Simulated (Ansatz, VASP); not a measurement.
# SbAs in two plane-wave programs

One calculation is typed for both programs; each brings its own data sets. How far apart do they land? The cell is generated by rule, not measured, and may not be a known phase. The cell is taken from a series of runs on this material, whose earlier steps may have relaxed, scaled, displaced or heated it; both programs get it as it stands.

Main program and level: Ansatz 0.2.0; plane waves, with VASP 6.6.1 beside it; LDA.

### 1. The structure

It takes space group P6_3/mmc (No. 194, hexagonal). The conventional cell has a = 4.813 Å, b = 4.813 Å, c = 5.774 Å, α = 90.00°, β = 90.00°, γ = 120.00°. Nearest to Sb lie 5 As at 2.78 to 2.89 Å. Nearest to As lie 5 Sb at 2.78 to 2.89 Å. Farther neighbours are not listed.

### 2. Ansatz: relaxation of cell and atoms, LDA, pair 1

Ansatz runs on its default PAW (the set named soft_2) files.

The relaxed volume is the usual yardstick between codes: in a stiff, nearly cubic crystal its relative difference is about their pressure difference at one cell divided by the bulk modulus.

input.yaml reads:

```yaml
crystal:
  lattice:
    - [4.81320723, 0.0, 0.0]
    - [-2.406603615, 4.1683597348, 0.0]
    - [0.0, 0.0, 5.7743862797]
  atoms:
    - { symbol: Sb, position: [0.3333333333, 0.6666666667, 0.25] }
    - { symbol: Sb, position: [0.6666666667, 0.3333333333, 0.75] }
    - { symbol: As, position: [0.6666666667, 0.3333333333, 0.25] }
    - { symbol: As, position: [0.3333333333, 0.6666666667, 0.75] }
kpoints:
  mp_grid: { grid: [12, 12, 6] }
hamiltonian:
  xc: lda
scf:
  occupations: { method: methfessel_paxton, width: 0.2 }
output:
  forces: true
  stress: true
  eigenvalues: true
relax:
  adjacent_minimum: "off"
  f_tol: 0.001
  max_steps: 60
  cell: { stress_tol: 0.01 }
```

The run is started by

```bash
$ ansatz run input.yaml --threads 4 --pin off --max-ram 7168MiB --backend cpu --events-out ev --progress --plain --runs-dir out
```

Numbers of over 12 decimals in the logs are rounded to 6 here.

Log:

```text
Engine: ansatz 0.2.0, x86_64-unknown-linux-gnu
Pseudopotentials: kind: paw
Pseudopotential: Sb, paw, valence charge 15, recommended cutoff 420 eV (normal), Sb.paw.azcp
Pseudopotential: As, paw, valence charge 15, recommended cutoff 420 eV (normal), As.paw.azcp
Functional definition: SPW92
  exchange = slater_x
  correlation = pw_c
Crystal: 4 atoms, lattice volume = 115.853 Å³
Basis set: ecut = 420 eV, 2227 PW (Γ)
Bands: 36, of which v1, the nominal top of the filled ones, is band 30 counted from 1 (29 counted from 0)
Symmetry: 24 space group operations
Space group: P63/mmc (ITA 194), of the structure as read, at distance tolerance 4.9e-5 Å
k-points: 76 of 864
Non-local potential: Sb, projectors of the file, l = 0: 2, l = 1: 2, l = 2: 2, l = 3: 2
Non-local potential: As, projectors of the file, l = 0: 2, l = 1: 2, l = 2: 3, l = 3: 1
PAW form: soft (Blöchl's): semilocal exchange-correlation on the pseudo side does not see the compensation charge
PAW frozen core: Sb, regenerated for the run's functional, and the local potential with it (the file was generated under x = pbe(κ = 0.804, μ = 0.219515), c = pbe(β = 0.066725))
PAW frozen core: As, regenerated for the run's functional, and the local potential with it (the file was generated under x = pbe(κ = 0.804, μ = 0.219515), c = pbe(β = 0.066725))
PAW one-centre angular grid: Sb, 590 points (default); XC on 64 Gauss nodes
PAW one-centre angular grid: As, 590 points (default); XC on 64 Gauss nodes
Initial density: superposition of atomic densities (neutral atoms: chi_scale 0, normalization atom), corrected by the library's trained network
Initial wavefunctions: pseudopotential atomic-orbital guess
Functional: x = slater, c = lda
SCF iter   1: F=—  HF=-22218.091878 eV  |F-HF|=—  |Δ(HF+E_count)|=         —  Δρ=5.60e-3  dr2=1.91e-2  ethr=1.77e-3  ⟨swp⟩=6.2  Hψ=10653  notcnv=0
preconditioner: auto → LDOS  [metal: Δε(μ)=0.026 eV  Ē_g=8.421 eV  σ=0.200 eV  W_gap=0.11  n_scr=22 (ndim 8)  ℏωp=15.4 eV  f_vac=0.111  D(μ)=1.99/eV (n_scr^D=8)  β→1.0]
SCF iter   2: F=—  HF=-22218.082355 eV  |F-HF|=—  |Δ(HF+E_count)|=   9.52e-3  S|Δr|=    0.00e0  Δρ=8.78e-4  dr2=8.17e-4  ethr=3.19e-5  ⟨swp⟩=2.7  Hψ=5905  notcnv=0
SCF iter   3: F=—  HF=-22218.081957 eV  |F-HF|=—  |Δ(HF+E_count)|=   3.97e-4  S|Δr|=    0.00e0  Δρ=4.68e-4  dr2=1.52e-4  ethr=1.36e-6  ⟨swp⟩=2.0  Hψ=4994  notcnv=0
SCF iter   4: F=—  HF=-22218.081819 eV  |F-HF|=—  |Δ(HF+E_count)|=   1.38e-4  S|Δr|=    0.00e0  Δρ=1.79e-4  dr2=2.67e-5  ethr=2.53e-7  ⟨swp⟩=2.0  Hψ=4975  notcnv=0
SCF iter   5: F=—  HF=-22218.081807 eV  |F-HF|=—  |Δ(HF+E_count)|=   1.27e-5  S|Δr|=    0.00e0  Δρ=2.78e-5  dr2=1.57e-6  ethr=4.45e-8  ⟨swp⟩=2.0  Hψ=4221  notcnv=0
SCF iter   6: F=—  HF=-22218.081805 eV  |F-HF|=—  |Δ(HF+E_count)|=   1.38e-6  S|Δr|=    0.00e0  Δρ=6.48e-6  dr2=1.09e-7  ethr=2.61e-9  ⟨swp⟩=2.0  Hψ=4983  notcnv=0
SCF iter   7: F=-22218.081805 eV  HF=-22218.081805 eV  |F-HF|=1.82e-9  |Δ(HF+E_count)|=   4.27e-8  S|Δr|=    0.00e0  Δρ=7.62e-7  dr2=9.78e-10  ethr=1.67e-10  ⟨swp⟩=7.0  Hψ=10220  notcnv=0
SCF 1 converged in 7 iterations: F = -22218.081805 eV  dr2 = 9.78e-10
  greatest PAW one-centre occupation: 0.999 electrons in one spin orbital (limit 2), on the As atom at site 3 (counted from 0), in its partial waves of l = 2
relax step   1: F+E_penalty+E_count = -22218.08180522 eV  Δ(F+E_penalty+E_count) = +0.000e0 eV  max|allowed force component| = 2.244e-16 eV/Å  Δτ_max = 0.0000 Å  P = +0.015 GPa  Ω = 115.853 Å³  (7 SCF iters, dr2 threshold 1.00e-7 eV, accepted)
[...]
relax step   2: F+E_penalty+E_count = -22218.08179654 eV  Δ(F+E_penalty+E_count) = +8.683e-6 eV  max|allowed force component| = 1.480e-16 eV/Å  Δτ_max = 0.0000 Å  P = -0.014 GPa  Ω = 115.910 Å³  energy of the carried Pulay correction = -1.154e-5 eV  (4 SCF iters, dr2 threshold 3.42e-9 eV, accepted)
[...]
relax step   3: F+E_penalty+E_count = -22218.08180721 eV  Δ(F+E_penalty+E_count) = -1.067e-5 eV  max|allowed force component| = 4.441e-16 eV/Å  Δτ_max = 0.0000 Å  P = -0.000 GPa  Ω = 115.883 Å³  energy of the carried Pulay correction = -6.065e-6 eV  (4 SCF iters, dr2 threshold 2.35e-9 eV, accepted)
[...]
relax step   4: F+E_penalty+E_count = -22218.08181111 eV  Δ(F+E_penalty+E_count) = -3.895e-6 eV  max|allowed force component| = 2.961e-16 eV/Å  Δτ_max = 0.0000 Å  P = -0.000 GPa  Ω = 115.883 Å³  stress off target by 9.21e-5 GPa  SCF on the basis re-selected at this cell (its energy is not comparable with the rows above)  (6 SCF iters)
basis re-selected at this cell: Δ(F+E_penalty+E_count) = -3.895e-6 eV, ΔP = +0.000 GPa vs the last step (what re-selecting the basis moved, of the pressure what is left beyond the Pulay correction that the steps carried, after the strain that the cell walked since its last selection, with what the two solves' SCF thresholds leave and, on support functions, any second-order correction that the steps lacked; it is no m [...]
SCF converged after 6 iterations
Stability not checked: this state was not tested for a lower state beside it, because cold or Methfessel-Paxton smearing, or corrected tetrahedra, fill the levels in a way that the test cannot read (fill_not_monotonic; see scf.lower_state_search)
Free energy (F): -22218.081811 eV
Harris-Foulkes:  -22218.081811 eV  (|F-HF|=0.00e0)
Internal energy: -22218.085186 eV  (E = F + TS)
E sigma→0 (E₀):  -22218.082655 eV
Entropy (-TS):   0.003375 eV (0.844 meV/atom)
Fermi energy:    8.552493 eV
--- Per-component energies (eV) ---
  E_band       = -915.529764
  E_kinetic    = 623.754088
  E_local      = -7500.412800  (includes V_loc(G=0)·N_el)
  E_nonlocal   = -599.266880
  E_hartree    = 3723.326854
  E_xc         = -434.179224
  E_vxc        = -354.269083  (∫ρ·V_xc dr)
  E_paw        = -12357.753230  (= ΣΔE_a)
  E_vpaw       = -531.988816  (= ΣTr[D̂ρ^β])
  E_aug_tail   = 0.000014  (compensation charges beyond the density's cutoff)
  E_ewald      = -5678.822115
  E_core_change = 5.268107  (= ΣΔE_core)
  E_smearing   = 0.003375  (= −TS)
  E_closure    = 0.000000  (closes the sum)
  Σ components = -22218.081811   (vs F -22218.081811, Δ=0.00e0)
--- Forces (eV/Å), atoms counted from 1 ---
  atom   1  Sb     0.00000000     0.00000000     0.00000000
  atom   2  Sb     0.00000000    -0.00000000     0.00000000
  atom   3  As    -0.00000000    -0.00000000     0.00000000
  atom   4  As    -0.00000000     0.00000000     0.00000000
  max |Σ_I F_I| component: 3.70e-17 eV/Å
--- Stress (GPa, compression-positive) ---
        0.000025      -0.000000       0.000000
        0.000000       0.000025       0.000000
        0.000000       0.000000      -0.000092
  P = ⅓ Tr σ = -0.0000 GPa (-0.000 kbar)
--- Band table (eV; the first three rows and the last of 76) ---
  k-point 0: bands = [... 26 lower, 4.2957, 6.4196, 6.4482, 6.4482, 8.3762, 8.3762, 10.8988, 10.8988, ... 2 higher]
  k-point 1: bands = [... 26 lower, 4.4013, 6.2402, 6.2402, 7.1663, 8.4742, 8.4742, 10.5961, 10.5961, ... 2 higher]
  k-point 2: bands = [... 26 lower, 4.7081, 5.7428, 5.7428, 8.5228, 8.7837, 8.7837, 9.0136, 9.9515, ... 2 higher]
  k-point 75: bands = [... 26 lower, 7.5592, 7.5592, 8.2612, 8.2612, 9.0965, 9.0965, 9.2543, 9.2543, ... 2 higher]
--- Relaxed structure (3 steps of the walk, 3 accepted, 1 SCFs on fresh bases) ---
  F+E_penalty+E_count = -22218.08181111 eV   max|allowed force component| = 2.961e-16 eV/Å   (the final SCF, on the basis selected at the relaxed cell)
  cell:  # Å, volume = 115.8826 Å³
    - [4.814304, 0.0, 0.0]
    - [-2.407152, 4.169309, 0.0]
    - [0.0, 0.0, 5.773255]
  atoms:
    - { symbol: Sb, position: [0.333333, 0.666667, 0.250000] }
    - { symbol: Sb, position: [0.666667, 0.333333, 0.750000] }
    - { symbol: As, position: [0.666667, 0.333333, 0.250000] }
    - { symbol: As, position: [0.333333, 0.666667, 0.750000] }
```

### 3. VASP: relaxation of cell and atoms, LDA, pair 1

The same cell, functional (in two slightly different forms), mesh and smearing now go to VASP, with its own data sets.

Lines of VASP's logs that name or quote its potential files are left out, and so is its time.

INCAR reads:

```
SYSTEM = SbAs
PREC = Accurate
ENCUT = 500
EDIFF = 1E-07
NELM = 120
ISMEAR = 1
SIGMA = 0.2
LREAL = .FALSE.
ALGO = Normal
GGA = PW92
NBANDS = 16
LORBIT = 11
LWAVE = .FALSE.
LCHARG = .FALSE.
ISIF = 3
IBRION = 2
NSW = 80
EDIFFG = -0.005
LASPH = .TRUE.
GGA_COMPAT = .FALSE.
NELMIN = 4
KPAR = 2
```

POSCAR reads:

```
SbAs
1.0
    4.8132070000      0.0000000000      0.0000000000
   -2.4066040000      4.1683600000      0.0000000000
    0.0000000000      0.0000000000      5.7743860000
Sb As
2 2
Direct
    0.3333333518      0.6666666160      0.2500000000
    0.6666666852      0.3333332826      0.7500000000
    0.6666666852      0.3333332826      0.2500000000
    0.3333333518      0.6666666160      0.7500000000
```

KPOINTS reads:

```
Automatic mesh
0
Gamma
12 12 6
0 0 0
```

PAW data sets: Sb and As (LDA family, release 64).

The run is started by

```bash
$ mpirun -np 2 vasp_std
```

Log:

```text
[banner, memory and clock lines left out]
running    2 mpi-ranks, on    1 nodes
 distrk:  each k-point on    1 cores,    2 groups
 distr:  one band on    1 cores,    1 groups

 POSCAR found type information on POSCAR SbAs
 POSCAR found :  2 types and       4 ions
|                                                                             |
|               ----> ADVICE to this user running VASP <----                  |
|                                                                             |
|     You enforced a specific xc type in the INCAR file but a different       |
|     [... a line on the potential file left out ...]
|     I HOPE YOU KNOW WHAT YOU ARE DOING!                                     |
|                                                                             |

 LDA part: xc-table for (Slater(with rela. corr.)+PW92), standard interpolation
 POSCAR, INCAR and KPOINTS ok, starting setup
 FFT: planning ... GRIDC
 FFT: planning ... GRID_SOFT
 FFT: planning ... GRID
 WAVECAR not read
 entering main loop
       N       E                     dE             d eps       ncg     rms          rms(c)
DAV:   1     0.923951363162E+02    0.92395E+02   -0.70199E+03  2432   0.969E+02
DAV:   2    -0.125891999852E+02   -0.10498E+03   -0.10139E+03  3360   0.163E+02
DAV:   3    -0.196502162130E+02   -0.70610E+01   -0.70170E+01  3200   0.485E+01
DAV:   4    -0.197345850252E+02   -0.84369E-01   -0.84327E-01  2944   0.614E+00
DAV:   5    -0.197359664762E+02   -0.13815E-02   -0.13814E-02  3200   0.806E-01    0.477E+00
DAV:   6    -0.195358293266E+02    0.20014E+00   -0.43952E-01  2856   0.273E+00    0.295E+00
DAV:   7    -0.195155398560E+02    0.20289E-01   -0.75546E-02  3016   0.134E+00    0.952E-01
DAV:   8    -0.195104061192E+02    0.51337E-02   -0.83141E-03  3016   0.445E-01    0.187E-01
DAV:   9    -0.195101786158E+02    0.22750E-03   -0.14095E-03  3056   0.212E-01    0.751E-02
DAV:  10    -0.195101915043E+02   -0.12889E-04   -0.62586E-05  2928   0.457E-02    0.375E-02
DAV:  11    -0.195102043540E+02   -0.12850E-04   -0.34103E-05  3024   0.263E-02    0.660E-03
DAV:  12    -0.195102028201E+02    0.15339E-05   -0.62586E-06  2896   0.132E-02    0.471E-03
DAV:  13    -0.195102028951E+02   -0.74992E-07   -0.89197E-07  3032   0.475E-03
   1 F= -.19510203E+02 E0= -.19511466E+02  d E =-.195102E+02
 curvature:   0.00 expect dE= 0.000E+00 dE for cont linesearch  0.000E+00
 trial: gam= 0.00000 g(F)=  0.976E-42 g(S)=  0.806E-03 ort = 0.000E+00 (trialstep = 0.100E+01)
 search vector abs. value=  0.806E-03
 bond charge predicted
       N       E                     dE             d eps       ncg     rms          rms(c)
DAV:   1    -0.195114633146E+02   -0.12605E-02   -0.26224E-02  2752   0.751E-01    0.144E-01
DAV:   2    -0.195107361784E+02    0.72714E-03   -0.12977E-03  2664   0.185E-01    0.734E-02
DAV:   3    -0.195104303150E+02    0.30586E-03   -0.67409E-04  2888   0.111E-01    0.150E-02
DAV:   4    -0.195104218955E+02    0.84196E-05   -0.24832E-05  2984   0.260E-02    0.978E-03
DAV:   5    -0.195104207098E+02    0.11857E-05   -0.21404E-06  3000   0.815E-03    0.503E-03
DAV:   6    -0.195104207282E+02   -0.18395E-07   -0.16840E-07  2064   0.268E-03
   2 F= -.19510421E+02 E0= -.19511539E+02  d E =-.217833E-03
 trial-energy change:   -0.000218  1 .order   -0.000219   -0.000806    0.000368
 step:   0.6863(harm=  0.6863)  dis= 0.00000  next Energy=   -19.510479 (dE=-0.276E-03)
 bond charge predicted
       N       E                     dE             d eps       ncg     rms          rms(c)
DAV:   1    -0.195105810071E+02   -0.16030E-03   -0.25839E-03  2776   0.236E-01    0.454E-02
DAV:   2    -0.195105094427E+02    0.71564E-04   -0.12807E-04  2696   0.578E-02    0.232E-02
DAV:   3    -0.195104793694E+02    0.30073E-04   -0.66379E-05  2880   0.347E-02    0.477E-03
DAV:   4    -0.195104785435E+02    0.82594E-06   -0.24194E-06  3032   0.813E-03    0.311E-03
DAV:   5    -0.195104784211E+02    0.12240E-06   -0.19196E-07  1888   0.255E-03    0.136E-03
DAV:   6    -0.195104784224E+02   -0.12993E-08   -0.29335E-08  1504   0.123E-03
   3 F= -.19510478E+02 E0= -.19511642E+02  d E =-.275527E-03
 curvature:  -0.34 expect dE=-0.251E-07 dE for cont linesearch -0.280E-08
 trial: gam= 0.00328 g(F)=  0.110E-41 g(S)=  0.731E-07 ort =-0.257E-05 (trialstep = 0.937E+00)
 search vector abs. value=  0.650E-07
 reached required accuracy - stopping structural energy minimisation
```

From OUTCAR (step 3):

```text
ion  position               nearest neighbor table
   1  0.333  0.667  0.250-   3 2.78   3 2.78   3 2.78   4 2.89   4 2.89
   2  0.667  0.333  0.750-   4 2.78   4 2.78   4 2.78   3 2.89   3 2.89
   3  0.667  0.333  0.250-   1 2.78   1 2.78   1 2.78   2 2.89   2 2.89
   4  0.333  0.667  0.750-   2 2.78   2 2.78   2 2.78   1 2.89   1 2.89

  LATTYP: Found a hexagonal cell.
 ALAT       =     4.8132070000
 C/A-ratio  =     1.1996961693

 Subroutine GETGRP returns: Found 24 space group operations
 (whereof 12 operations were pure point group operations)

The static configuration has the point symmetry D_3d.
 The point group associated with its full space group is D_6h.

 Found     76 irreducible k-points:

   k-points           NKPTS =     76   k-points in BZ     NKDIM =     76   number of bands    NBANDS=     16

   dimension x,y,z NGX =    36 NGY =   36 NGZ =   42
   dimension x,y,z NGXF=    72 NGYF=   72 NGZF=   84

   ENCUT  =  500.0 eV  36.75 Ry    6.06 a.u.   8.78  8.78 10.53*2*pi/ulx,y,z

   NELECT =      20.0000    total number of electrons

 k-points in reciprocal lattice and weights: Automatic mesh
   0.00000000  0.00000000  0.00000000       0.001
   0.08333333 -0.00000000  0.00000000       0.007
   0.16666667  0.00000000  0.00000000       0.007
   0.25000000  0.00000000  0.00000000       0.007
   0.33333333  0.00000000  0.00000000       0.007
   0.41666667 -0.00000000  0.00000000       0.007
   0.50000000  0.00000000  0.00000000       0.003
   0.08333333  0.08333333  0.00000000       0.007
   0.16666667  0.08333333  0.00000000       0.014
[...]
0.33333333  0.25000000  0.50000000       0.014
   0.33333333  0.33333333  0.50000000       0.002

 average (electrostatic) potential at core
       1 -88.8252       2 -88.8252       3 -53.1404       4 -53.1404

 E-fermi :   5.3031

 k-point     1 :       0.0000    0.0000    0.0000
  band No.  band energies     occupation
    ...
      8       3.1653      2.00000
      9       3.2007      2.00000
     10       3.2007      2.00000
     11       5.1222      2.02440
     12       5.1222      2.02440
     13       7.6370     -0.00000
     14       7.6370     -0.00000
     15       9.0708     -0.00000
     16       9.1191     -0.00000

 k-point     2 :       0.0833   -0.0000    0.0000
  band No.  band energies     occupation
    ...
      8       3.0628      2.00000
      9       3.1384      2.00000
     10       3.4373      2.00000
     11       5.0795      2.06690
     12       5.2950      1.06827
     13       7.6367     -0.00000
     14       7.7984     -0.00000
     15       9.1326     -0.00000
     16       9.3560      0.00000

 k-point     3 :       0.1667    0.0000    0.0000
  band No.  band energies     occupation
    ...
      7       1.6037      2.00000
      8       2.7812      2.00000
      9       2.9798      2.00000
     10       3.9380      2.00000
     11       5.0798      2.06676
     12       5.7723     -0.00448
     13       7.7016     -0.00000
     14       8.2429     -0.00000
     15       9.1854     -0.00000
     16       9.7942      0.00000

  Total       -0.0009600     -0.0009600      0.0020528      0.0000000      0.0000000     -0.0000000
  in kB       -0.0132300     -0.0132300      0.0282915      0.0000000      0.0000000     -0.0000000
  external PRESSURE =       0.0006105 kB  Pullay stress =       0.0000000 kB

  energy-cutoff  :      500.00
  volume of cell :      116.25
      direct lattice vectors                 reciprocal lattice vectors
     4.820273341 -0.000000001  0.000000000     0.207457115  0.119775433 -0.000000000
    -2.410137172  4.174479634 -0.000000000     0.000000000  0.239550815 -0.000000000
     0.000000000  0.000000000  5.777360921     0.000000000  0.000000000  0.173089411

 POSITION                                       TOTAL-FORCE (eV/Angst)
 -----------------------------------------------------------------------------------
     -0.00000      2.78299      1.44434        -0.000000      0.000000      0.000000
      2.41014      1.39149      4.33302         0.000000     -0.000000      0.000000
      2.41014      1.39149      1.44434        -0.000000      0.000000      0.000000
     -0.00000      2.78299      4.33302         0.000000     -0.000000      0.000000
 -----------------------------------------------------------------------------------
    total drift:                               -0.000133      0.000137     -0.000002

  FREE ENERGIE OF THE ION-ELECTRON SYSTEM (eV)
  ---------------------------------------------------
  free  energy   TOTEN  =       -19.5104784224 eV

  energy  without entropy=      -19.5139703246  energy(sigma->0) =      -19.51164239

 reached required accuracy - stopping structural energy minimisation

 total charge
# of ion       s       p       d       tot
------------------------------------------
    1        1.247   1.103   0.047   2.397
    2        1.247   1.103   0.047   2.397
    3        1.312   1.382   0.036   2.730
    4        1.312   1.382   0.036   2.730
--------------------------------------------------
tot          5.117   4.970   0.167  10.255

[... 3 further parts left out ...]
```

### 4. Differences

Known differences besides the potentials themselves: the data sets hold 60 valence electrons in Ansatz (on its default PAW (the set named soft_2) files) and 20 in VASP; the cutoff is 420 eV in Ansatz and 500 eV in VASP; VASP's log shows a relativistic correction to its local exchange, Ansatz's none; Ansatz adds a Pulay correction to the stress that steers its cell, VASP none. Total energies have different zeros and are not compared.

The two programs side by side:

| quantity | Ansatz | VASP | difference |
| --- | --- | --- | --- |
| volume (Å³) | 115.88 | 116.25 | -0.32 % |
| edge a after relaxation, in the typed setting (Å) | 4.814 | 4.820 | -0.12 % |
| edge c after relaxation, in the typed setting (Å) | 5.773 | 5.777 | -0.07 % |

(Part 1 of 2 ends here.)

[Lines on the potential files, build, host, timing and source positions are cut from VASP's logs without a mark.]

[Logs are printed without paths, hosts, clocks, repeated set-up lines and the standing remarks that a program may print on its own settings, such as how far it seeks lower states.]

[Hosts, paths, dates, database ids (printed as entryN), source tags and the programs' standing remarks are cut or masked in the printed files.]
